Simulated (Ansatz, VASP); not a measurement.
**Cross-check of PtSe2 between VASP and Ansatz**

Aim: how closely do two programs agree when they are given the same cell, functional and k mesh? The cell is taken from a series of runs on this material, whose earlier steps may have relaxed, scaled, displaced or heated it; both programs get it as it stands.

Method: plane waves, with VASP 6.6.1 beside it; PBE, in Ansatz 0.2.0.

**1. Starting point**

The cell holds 3 atoms: 1 Pt and 2 Se. Cell: a = 3.599 Å, b = 3.627 Å, c = 30.460 Å, α = 90.0°, β = 90.0°, γ = 119.8°. Vacuum lies along c.

**2. Ansatz: zone-centre phonons, PBE**

Ansatz runs on its PAW soft_1 files.

Second derivatives magnify differences that forces hide, and they need a tight electronic threshold.

input.yaml

```yaml
crystal:
  lattice:
    - [3.5992957532, 0.0, 0.0]
    - [-1.7996478766, 3.1485672303, 0.0]
    - [0.0, 0.0, 30.46]
  atoms:
    - { symbol: Pt, position: [0.3351019963, 0.6702039927, 0.3282994091] }
    - { symbol: Se, position: [0.6657823352, 0.3315646703, 0.3770207581] }
    - { symbol: Se, position: [0.6657823352, 0.3315646703, 0.27957806] }
  periodic: [true, true, false]
kpoints:
  mp_grid: { grid: [15, 15, 1] }
hamiltonian:
  xc: pbe
  pseudopotentials: { kind: paw, azcp: { folder: soft_1 } }
scf:
  occupations: { method: methfessel_paxton, width: 0.2 }
output:
  eigenvalues: true
phonons:
  method: dfpt
```

The run is started by

```bash
> ansatz run input.yaml --threads 4 --pin off --max-ram 16384MiB --backend cpu --events-out ev --progress --plain --runs-dir out
```

Numbers of over 12 decimals in the logs are rounded to 6 here.

Log:

```text
Warning: crystal.symmetry: narrowed to the stabiliser of the run's FFT grids — unitary ops 4 → 2. A phonons.method: dfpt run fills in the rows of the dynamical matrix that it does not solve by its symmetry operations, which is exact only for operations that map its FFT grids onto themselves: filled in by any other, the frequencies could depend on the order in which like atoms are typed, or, by more than the grids' own error, on where the crystal sits among the grids' points. Excluded: 2 operations. The run can therefore solve more perturbations, solve them on more k-points, or both, and cost more. [rest of the remark cut]
Engine: ansatz 0.2.0, aarch64-unknown-linux-gnu
Pseudopotentials: kind: paw
Pseudopotential: Pt, paw, valence charge 18, recommended cutoff 420 eV (normal), soft_1/Pt.paw.azcp
Pseudopotential: Se, paw, valence charge 16, recommended cutoff 420 eV (normal), soft_1/Se.paw.azcp
Functional definition: PBE
  parameter kappa = 0.804
  parameter beta = 0.066725
  exchange = pbe_x(kappa = kappa, mu = beta*pi^2/3)
  correlation = pbe_c(beta = beta)
Crystal: 3 atoms, lattice volume = 345.192 Å³
Basis set: ecut = 420 eV, 6645 PW (Γ), exchange–correlation on 50×50×432 points (8 copies of the dense FFT grid, shifted against one another)
Bands: 30, of which v1, the nominal top of the filled ones, is band 25 counted from 1 (24 counted from 0)
Symmetry: 4 space group operations
k-points: 64 of 225 (irreducible under 2 space group operations, time reversal used)
Non-local potential: Pt, projectors of the file, l = 0: 3, l = 1: 2, l = 2: 2, l = 3: 1
Non-local potential: Se, projectors of the file, l = 0: 2, l = 1: 2, l = 2: 3, l = 3: 1
PAW form: soft (Blöchl's): semilocal exchange-correlation on the pseudo side does not see the compensation charge
PAW one-centre angular grid: Pt, 590 points (default); XC on 64 Gauss nodes
PAW one-centre angular grid: Se, 590 points (default); XC on 64 Gauss nodes
Initial density: superposition of atomic densities (neutral atoms: chi_scale 0, normalization atom)
Initial wavefunctions: pseudopotential atomic-orbital guess
Functional: x = pbe(κ = 0.804, μ = 0.219515), c = pbe(β = 0.066725)
SCF iter   1: F=—  HF=-23463.256638 eV  |F-HF|=—  |Δ(HF+E_count)|=         —  Δρ=2.86e-2  dr2=3.09e0  ethr=3.10e-3  ⟨swp⟩=11.7  Hψ=11149  notcnv=0
preconditioner: auto → LDOS  [metal: Δε(μ)=0.040 eV  Ē_g=8.841 eV  σ=0.200 eV  W_gap=0.16  n_scr=18 (ndim 8)  ℏωp=9.4 eV  f_vac=0.779  D(μ)=2.42/eV (n_scr^D=10)  β→1.0]
SCF iter   2: F=—  HF=-23462.792159 eV  |F-HF|=—  |Δ(HF+E_count)|=   4.64e-1  S|Δr|=    0.00e0  Δρ=8.19e-3  dr2=2.87e-1  ethr=3.10e-3  ⟨swp⟩=3.0  Hψ=5009  notcnv=0
SCF iter   3: F=—  HF=-23462.728715 eV  |F-HF|=—  |Δ(HF+E_count)|=   6.34e-2  S|Δr|=    0.00e0  Δρ=3.75e-3  dr2=7.03e-2  ethr=5.73e-4  ⟨swp⟩=3.1  Hψ=4589  notcnv=0
SCF iter   4: F=—  HF=-23462.706670 eV  |F-HF|=—  |Δ(HF+E_count)|=   2.20e-2  S|Δr|=    0.00e0  Δρ=1.26e-3  dr2=5.61e-3  ethr=1.41e-4  ⟨swp⟩=3.8  Hψ=5068  notcnv=0
SCF iter   5: F=—  HF=-23462.705469 eV  |F-HF|=—  |Δ(HF+E_count)|=   1.20e-3  S|Δr|=    0.00e0  Δρ=2.30e-4  dr2=1.81e-4  ethr=1.12e-5  ⟨swp⟩=2.9  Hψ=3722  notcnv=0
SCF iter   6: F=—  HF=-23462.705491 eV  |F-HF|=—  |Δ(HF+E_count)|=   2.23e-5  S|Δr|=    0.00e0  Δρ=5.52e-5  dr2=1.23e-5  ethr=3.62e-7  ⟨swp⟩=3.4  Hψ=4009  notcnv=0
SCF iter   7: F=—  HF=-23462.705497 eV  |F-HF|=—  |Δ(HF+E_count)|=   6.03e-6  S|Δr|=    0.00e0  Δρ=4.05e-6  dr2=4.23e-8  ethr=2.46e-8  ⟨swp⟩=3.5  Hψ=3989  notcnv=0
SCF iter   8: F=—  HF=-23462.705596 eV  |F-HF|=—  |Δ(HF+E_count)|=   9.91e-5  S|Δr|=    0.00e0  Δρ=9.88e-7  dr2=4.61e-9  ethr=8.46e-11  ⟨swp⟩=4.0  Hψ=4973  notcnv=0
SCF iter   9: F=—  HF=-23462.705596 eV  |F-HF|=—  |Δ(HF+E_count)|=   8.78e-9  S|Δr|=    0.00e0  Δρ=3.73e-7  dr2=6.48e-10  ethr=9.22e-12  ⟨swp⟩=3.1  Hψ=4211  notcnv=0
SCF iter  10: F=—  HF=-23462.705596 eV  |F-HF|=—  |Δ(HF+E_count)|=   1.63e-9  S|Δr|=    0.00e0  Δρ=9.29e-8  dr2=5.00e-11  ethr=1.30e-12  ⟨swp⟩=3.5  Hψ=4479  notcnv=0
SCF iter  11: F=-23462.705596 eV  HF=-23462.705596 eV  |F-HF|=7.28e-11  |Δ(HF+E_count)|=  6.04e-10  S|Δr|=    0.00e0  Δρ=2.63e-8  dr2=4.70e-12  ethr=1.00e-12  ⟨swp⟩=15.2  Hψ=13878  notcnv=0
SCF 1 converged in 11 iterations: F = -23462.705596 eV  dr2 = 4.70e-12
  greatest PAW one-centre occupation: 1.000 electrons in one spin orbital (limit 2), on the Pt atom at site 0 (counted from 0), in its partial waves of l = 0
DFPT response loops at Γ: preconditioner auto → none (partly filled bands, converged f_vac=0.780); β = 0.50; Broyden in place of MSR1
SCF converged after 11 iterations
Stability not checked: this state was not tested for a lower state beside it, because cold or Methfessel-Paxton smearing, or corrected tetrahedra, fill the levels in a way that the test cannot read (fill_not_monotonic; see scf.lower_state_search)
Free energy (F): -23462.705596 eV
Harris-Foulkes:  -23462.705596 eV  (|F-HF|=7.28e-11)
Internal energy: -23462.707529 eV  (E = F + TS)
E sigma→0 (E₀):  -23462.706079 eV
Entropy (-TS):   0.001933 eV (0.644 meV/atom)
Fermi energy:    -4.722620 eV
Step filling:    the computed levels leave a gap of 0.0036 eV = 0.0 smearing widths at the electron count; against every level under it full and every level over it empty, smearing changes F+E_penalty+E_count by +1.685 meV and its σ→0 estimate by +1.202 meV
--- Per-component energies (eV) ---
  E_band       = -1844.879354
  E_kinetic    = 815.217339
  E_local      = -129834.326149  (includes V_loc(G=0)·N_el)
  E_nonlocal   = -502.858621
  E_hartree    = 64411.405826
  E_xc         = -400.595313
  E_vxc        = -449.534060  (∫ρ·V_xc dr)
  E_paw        = -13745.226255  (= ΣΔE_a)
  E_vpaw       = -696.190294  (= ΣTr[D̂ρ^β])
  E_aug_tail   = 0.000377  (compensation charges beyond the density's cutoff)
  E_ewald      = 55793.675268
  E_smearing   = 0.001933  (= −TS)
  E_closure    = -0.000000  (closes the sum)
  Σ components = -23462.705596   (vs F -23462.705596, Δ=0.00e0)
--- Band table (eV; the first three rows and the last of 64) ---
  k-point 0: bands = [... 21 lower, -7.2764, -6.3053, -4.1503, -4.1057, -3.9620, -3.8548, -2.0386, -0.4110, ... 1 higher]
  k-point 1: bands = [... 21 lower, -7.3278, -6.2448, -4.3032, -4.2111, -4.1064, -3.9579, -1.7345 (-1.7345°), -0.3323, ... 1 higher]
  k-point 2: bands = [... 21 lower, -7.4825, -6.1386, -4.6988, -4.6867, -4.2384, -3.9886, -1.1295 (-1.1295°), -0.1209, ... 1 higher]
  k-point 63: bands = [... 21 lower, -8.1336, -7.2715, -6.8109, -5.6081, -4.4208, -3.4923, -0.4602, 1.4699, ... 1 higher]
  ° read free of the cell's end (the report's vacuum.weakly_bound_levels)
--- Phonons (Γ-DFPT): 9 representative perturbations + reference, on 64 of 225 k-points (Σ response iterations 48) ---
  ASR residual: 5.438e-5 → 0.000e0 eV/Å²; symmetrization residual: 2.296e-5 eV/Å²
  The last average, over the group as it would stand without the narrowing to the FFT grids, took up to 1.284e-5 eV/Å² of the zone centre's force constants
  ASR residual per site (eV/Å²): 5.44e-5 2.61e-5 1.95e-5
  Γ frequencies (cm⁻¹): 0.00 0.00 0.00 102.47 102.99 110.22 111.28 132.53 192.82
  non-analytic LO–TO correction: not included (Born effective charges unavailable; polar crystals: no LO–TO splitting at Γ)
```

[end of part 1 of 2]

[Lines on the potential files, build, host, timing and source positions are cut from VASP's logs without a mark.]

[Logs are printed without paths, hosts, clocks, repeated set-up lines and the standing remarks that a program may print on its own settings, such as how far it seeks lower states.]

[Hosts, paths, dates, database ids (printed as entryN), source tags and the programs' standing remarks are cut or masked in the printed files.]
